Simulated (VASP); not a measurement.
Here is the system:

```yaml
crystal:
  lattice:
    - [5.03738, 0.00000, 0.00000]
    - [0.00000, 8.99469, 0.00000]
    - [0.00000, 0.00000, 5.34066]
  atoms:
    - { symbol: Ti, position: [0.13791, 0.37103, 0.40258] }
    - { symbol: Ti, position: [0.86209, 0.62897, 0.59742] }
    - { symbol: Ti, position: [0.36209, 0.62897, 0.90258] }
    - { symbol: Ti, position: [0.63791, 0.37103, 0.09742] }
    - { symbol: Ti, position: [0.63791, 0.12897, 0.59742] }
    - { symbol: Ti, position: [0.36209, 0.87103, 0.40258] }
    - { symbol: Ti, position: [0.86209, 0.87103, 0.09742] }
    - { symbol: Ti, position: [0.13791, 0.12897, 0.90258] }
    - { symbol: O, position: [0.46471, 0.26971, 0.38999] }
    - { symbol: O, position: [0.53529, 0.73029, 0.61001] }
    - { symbol: O, position: [0.03529, 0.73029, 0.88999] }
    - { symbol: O, position: [0.96471, 0.26971, 0.11001] }
    - { symbol: O, position: [0.96471, 0.23029, 0.61001] }
    - { symbol: O, position: [0.03529, 0.76971, 0.38999] }
    - { symbol: O, position: [0.53529, 0.76971, 0.11001] }
    - { symbol: O, position: [0.46471, 0.23029, 0.88999] }
    - { symbol: O, position: [0.81663, 0.01048, 0.85119] }
    - { symbol: O, position: [0.18337, 0.98952, 0.14881] }
    - { symbol: O, position: [0.68337, 0.98952, 0.35119] }
    - { symbol: O, position: [0.31663, 0.01048, 0.64881] }
    - { symbol: O, position: [0.31663, 0.48952, 0.14881] }
    - { symbol: O, position: [0.68337, 0.51048, 0.85119] }
    - { symbol: O, position: [0.18337, 0.51048, 0.64881] }
    - { symbol: O, position: [0.81663, 0.48952, 0.35119] }
```

These are PBE GGA, VASP's PBE PAW potentials (set 64) (plane waves; VASP) values and carry that method's errors. Settings: LREAL = Auto, 400 eV cut-off, 3×2×3 Γ-centred mesh, Gaussian smearing of 0.010 eV, potentials Ti_sv O.

At this cut-off the stress carries a Pulay error, which pulls relaxed volumes low.

Which forces act on the atoms, in eV/Å?

```json
[
 {"atom": "Ti1", "Fx": "0.056", "Fy": "-0.218", "Fz": "-0.027"},
 {"atom": "Ti2", "Fx": "-0.056", "Fy": "0.218", "Fz": "0.027"},
 {"atom": "Ti3", "Fx": "-0.056", "Fy": "0.218", "Fz": "-0.027"},
 {"atom": "Ti4", "Fx": "0.056", "Fy": "-0.218", "Fz": "0.027"},
 {"atom": "Ti5", "Fx": "0.056", "Fy": "0.218", "Fz": "0.027"},
 {"atom": "Ti6", "Fx": "-0.056", "Fy": "-0.218", "Fz": "-0.027"},
 {"atom": "Ti7", "Fx": "-0.056", "Fy": "-0.218", "Fz": "0.027"},
 {"atom": "Ti8", "Fx": "0.056", "Fy": "0.218", "Fz": "-0.027"},
 {"atom": "O9", "Fx": "0.114", "Fy": "-0.168", "Fz": "0.010"},
 {"atom": "O10", "Fx": "-0.114", "Fy": "0.168", "Fz": "-0.010"},
 {"atom": "O11", "Fx": "-0.114", "Fy": "0.168", "Fz": "0.010"},
 {"atom": "O12", "Fx": "0.114", "Fy": "-0.168", "Fz": "-0.010"},
 {"atom": "O13", "Fx": "0.114", "Fy": "0.168", "Fz": "-0.010"},
 {"atom": "O14", "Fx": "-0.114", "Fy": "-0.168", "Fz": "0.010"},
 {"atom": "O15", "Fx": "-0.114", "Fy": "-0.168", "Fz": "-0.010"},
 {"atom": "O16", "Fx": "0.114", "Fy": "0.168", "Fz": "0.010"},
 {"atom": "O17", "Fx": "-0.436", "Fy": "-0.204", "Fz": "-0.280"},
 {"atom": "O18", "Fx": "0.436", "Fy": "0.204", "Fz": "0.280"},
 {"atom": "O19", "Fx": "0.436", "Fy": "0.204", "Fz": "-0.280"},
 {"atom": "O20", "Fx": "-0.436", "Fy": "-0.204", "Fz": "0.280"},
 {"atom": "O21", "Fx": "-0.436", "Fy": "0.204", "Fz": "0.280"},
 {"atom": "O22", "Fx": "0.436", "Fy": "-0.204", "Fz": "-0.280"},
 {"atom": "O23", "Fx": "0.436", "Fy": "-0.204", "Fz": "0.280"},
 {"atom": "O24", "Fx": "-0.436", "Fy": "0.204", "Fz": "-0.280"}
]
```

Give the stress tensor in GPa (positive for a compressed cell).

```
16.11   0.00   0.00
 0.00  15.75   0.00
 0.00   0.00  15.00
```
The pressure is its mean diagonal, 15.62 GPa.

The structure comes from a computed database's TiO2 entry, a phase known from measurement. The cell was not relaxed at this level.
